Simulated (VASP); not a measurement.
OSZICAR of a VASP run on BaHfO$_{3}$ (cubic perovskite):

### OSZICAR
```
       N       E                     dE             d eps       ncg     rms          rms(c)
DAV:   1     0.241789370743E+03    0.24179E+03   -0.21339E+04   460   0.161E+03
DAV:   2    -0.385328864876E+02   -0.28032E+03   -0.27185E+03   620   0.354E+02
DAV:   3    -0.503650591430E+02   -0.11832E+02   -0.11819E+02   598   0.731E+01
DAV:   4    -0.505682045376E+02   -0.20315E+00   -0.20309E+00   697   0.858E+00
DAV:   5    -0.505706806297E+02   -0.24761E-02   -0.24761E-02   614   0.686E-01    0.591E+01
DAV:   6    -0.436711647132E+02    0.68995E+01   -0.42137E+01   523   0.381E+01    0.524E+01
DAV:   7    -0.435761351377E+02    0.95030E-01   -0.24395E+00   624   0.101E+01    0.332E+01
DAV:   8    -0.435636670161E+02    0.12468E-01   -0.34044E-01   573   0.492E+00    0.526E+00
DAV:   9    -0.435472355405E+02    0.16431E-01   -0.10777E-01   572   0.203E+00    0.161E+00
DAV:  10    -0.435469703705E+02    0.26517E-03   -0.11363E-02   565   0.712E-01    0.603E-01
DAV:  11    -0.435468018731E+02    0.16850E-03   -0.92082E-04   586   0.207E-01    0.172E-01
DAV:  12    -0.435468357496E+02   -0.33876E-04   -0.92066E-05   633   0.663E-02    0.186E-01
DAV:  13    -0.435468398332E+02   -0.40836E-05   -0.14843E-05   580   0.260E-02    0.119E-02
DAV:  14    -0.435468398463E+02   -0.13079E-07   -0.70904E-07   412   0.612E-03
   1 F= -.44708297E+02 E0= -.44708297E+02  d E =-.447083E+02
```

Problem. Which electronic solver shows in the log?

Solution. It is blocked Davidson (ALGO = Normal, or the opening steps of other solvers). The INCAR had ALGO = Normal.

Problem. Can the final energy be trusted as converged?

Solution. The calculation finished and met its thresholds. It stopped with EDIFF = 1E-6, NELM = 100, NSW = 60 and EDIFFG = -0.02 after 1 ionic step (PBE GGA with D3 dispersion (Becke-Johnson damping), plane waves, VASP's PBE PAW potentials (set 64)).

The compound is BaHfO3 in the cubic perovskite structure. It was relaxed first. The start is the result of an earlier pass.
